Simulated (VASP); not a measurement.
Output of a VASP run:

OSZICAR:
```
       N       E                     dE             d eps       ncg     rms          rms(c)
DAV:   1     0.353724183668E+02    0.35372E+02   -0.50210E+03  2635   0.971E+02
DAV:   2    -0.597419315683E+01   -0.41347E+02   -0.40222E+02  2770   0.187E+02
DAV:   3    -0.632922540415E+01   -0.35503E+00   -0.35216E+00  3053   0.200E+01
DAV:   4    -0.633104442556E+01   -0.18190E-02   -0.18188E-02  3018   0.132E+00
DAV:   5    -0.633106632958E+01   -0.21904E-04   -0.21904E-04  3050   0.125E-01    0.804E+00
DAV:   6    -0.596794205869E+01    0.36312E+00   -0.17873E+00  2662   0.125E+01    0.356E+00
DAV:   7    -0.595703902616E+01    0.10903E-01   -0.67329E-03  2860   0.824E-01    0.194E+00
DAV:   8    -0.595245113051E+01    0.45879E-02   -0.12561E-03  2782   0.270E-01    0.476E-02
DAV:   9    -0.595245673144E+01   -0.56009E-05   -0.98535E-06  3708   0.350E-02    0.115E-02
DAV:  10    -0.595245991689E+01   -0.31854E-05   -0.11804E-06  2909   0.101E-02    0.107E-03
DAV:  11    -0.595245991947E+01   -0.25798E-08   -0.16321E-08  1796   0.125E-03
   1 F= -.59524599E+01 E0= -.59524399E+01  d E =-.600070E-04
```

File OUTCAR:
```
------------------------ aborting loop because EDIFF is reached ----------------------------------------
  FORCE on cell =-STRESS in cart. coord.  units (eV):
  Direction    XX          YY          ZZ          XY          YZ          ZX
  --------------------------------------------------------------------------------------
  Total       -0.4949394     -0.4949394     -0.4949394      0.0000000     -0.0000000      0.0000000
  in kB      -53.0443334    -53.0443334    -53.0443334      0.0000000     -0.0000000      0.0000000
  external PRESSURE =     -53.0443334 kB  Pullay stress =       0.0000000 kB
  volume of cell :       14.95
      direct lattice vectors                 reciprocal lattice vectors
     0.000000000  1.955230128  1.955230128    -0.255724374  0.255724374  0.255724374
     1.955230128  0.000000000  1.955230128     0.255724374 -0.255724374  0.255724374
     1.955230128  1.955230128  0.000000000     0.255724374  0.255724374 -0.255724374
 POSITION                                       TOTAL-FORCE (eV/Angst)
 -----------------------------------------------------------------------------------
      0.00000      0.00000      0.00000         0.000000      0.000000      0.000000
 -----------------------------------------------------------------------------------
    total drift:                                0.000000     -0.000000     -0.000000
  FREE ENERGIE OF THE ION-ELECTRON SYSTEM (eV)
  ---------------------------------------------------
  free  energy   TOTEN  =        -5.9524599195 eV

  energy  without entropy=       -5.9523999124  energy(sigma->0) =       -5.95243992
```
(Selected blocks of OUTCAR.)

**POSCAR**
```
Pd
1
    0.0000000000     1.9552301281     1.9552301281
    1.9552301281     0.0000000000     1.9552301281
    1.9552301281     1.9552301281     0.0000000000
Pd
1
Direct
  0.0000000000   0.0000000000   0.0000000000
```

Write an INCAR and KPOINTS that could have produced this output.

Several could match; the one computed here: the input of the run itself, PBEsol GGA, plane waves, VASP's PBE PAW potentials (set 64).

### KPOINTS
```
Automatic mesh
0
Gamma
16 16 16
0 0 0
```

**INCAR**
```
LWAVE  =  .FALSE.
GGA  =  PS   # PBEsol
LASPH  =  .TRUE.   # aspherical one-centre terms
ENCUT  =  480
ISIF  =  2   # forces and stress, cell fixed
NELM  =  100   # most electronic steps
SYSTEM  =  Pd
LREAL  =  .FALSE.   # projection in real space or not
EDIFF  =  1E-7   # SCF stop (eV)
ISMEAR  =  1   # Methfessel-Paxton
LCHARG  =  .FALSE.
SIGMA  =  0.1
ALGO  =  Normal   # blocked Davidson
PREC  =  Accurate
LMAXMIX  =  4   # l cut-off of mixed one-centre charges
```

POTCAR, in this order: Pd (PBE.64 set). Program: vasp_std.

The compound is Pd in the fcc structure. This cell was strained or had an atom moved on purpose.
